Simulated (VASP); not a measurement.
Input:

```
GaAs
1.0
    4.28450     0.00000     0.00000
   -2.14225     3.71049     0.00000
    0.00000     0.00000     5.59141
Ga As
2 2
Direct
  0.33333   0.66667   0.25000
  0.66667   0.33333   0.75000
  0.66667   0.33333   0.25000
  0.33333   0.66667   0.75000
```

These are PBEsol GGA, VASP's PBE PAW potentials (set 64) (plane waves; VASP) values and carry that method's errors. Settings: 400 eV cut-off, Gaussian smearing of 0.050 eV, potentials Ga_d As.

Without a dispersion term in the relaxation, distances and binding between the weakly bound layers, chains or molecules are unreliable, and so is what depends on them.

Problem. Give the energies of bands 13 to 21 at the high-symmetry points, in eV from the Fermi level.

Solution. 
| band | Γ | M | K | A | L | H |
|---|---|---|---|---|---|---|
| 13 | -5.26 | -6.58 | -6.00 | -3.09 | -7.11 | -7.24 |
| 14 | -2.88 | -5.45 | -6.00 | -3.09 | -7.11 | -7.24 |
| 15 | -2.39 | -3.69 | -4.99 | -1.52 | -2.70 | -3.98 |
| 16 | -2.39 | -3.64 | -2.88 | -1.52 | -2.70 | -3.98 |
| 17 | -0.42 | -2.07 | -2.88 | -1.52 | -0.57 | 0.38 |
| 18 | -0.42 | -1.34 | -2.42 | -1.52 | -0.57 | 0.38 |
| 19 | 0.16 | -0.62 | 3.22 | 0.04 | 1.43 | 2.63 |
| 20 | 0.69 | 2.50 | 3.22 | 0.04 | 1.43 | 2.63 |
| 21 | 2.71 | 5.32 | 3.65 | 3.44 | 2.92 | 4.47 |

It has no gap at this level: it comes out as a metal or semimetal.

The structure was generated: GaAs was put into the layered h-BN type type (P6_3/mmc), which need not be its known phase. It was relaxed first, which changed the volume by -40 %.
